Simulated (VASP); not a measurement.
A run of VASP 6.6.1:

File INCAR:

```
SYSTEM = Si
PREC     = Accurate       ! precision mode
ENCUT    = 600            ! plane-wave cutoff, eV
EDIFF    = 1E-6           ! SCF threshold, eV
ISMEAR   = 0              ! smearing method
SIGMA    = 0.02           ! smearing width, eV
LREAL    = .FALSE.        ! projectors in reciprocal space
LASPH    = .TRUE.         ! aspherical terms in the spheres
NELM     = 100            ! most SCF steps
ALGO     = Fast           ! electronic algorithm
ISIF     = 3              ! what is computed and relaxed
LWAVE    = .FALSE.        ! write WAVECAR
LCHARG   = .FALSE.        ! write CHGCAR
IBRION   = 2              ! ionic algorithm
NSW      = 100            ! ionic steps
EDIFFG   = -0.002         ! ionic threshold
```

Contents of KPOINTS:

```
Automatic mesh
0
G
  12 12 12
  0 0 0
```

POSCAR

```
Si
1.0
    0.0000000000      2.7009735187      2.7009735187
    2.7009735187      0.0000000000      2.7009735187
    2.7009735187      2.7009735187      0.0000000000
Si
2
Direct
    0.0000000000      0.0000000000      0.0000000000
    0.2500000000      0.2500000000      0.2500000000
```

Potentials or basis: VASP PAW LDA potentials, release 64 (Si).

The run is started by

```console
$ cat potpaw_LDA.64/Si/POTCAR > POTCAR
$ mpirun -np 1 vasp_std > vasp.out
```

Hardware: 1 thread of Intel(R) Xeon(R) Platinum 8259CL CPU @ 2.50GHz (Skylake/Cascade Lake), on a shared host.

**Question.** How long does it take, and how much memory?

**Answer.** It took 25 s on 1 thread of Intel(R) Xeon(R) Platinum 8259CL CPU @ 2.50GHz (Skylake/Cascade Lake), with other jobs on the host, peak memory 0.16 GiB. Counts: scf iterations 19, k points 72, ion steps 3.
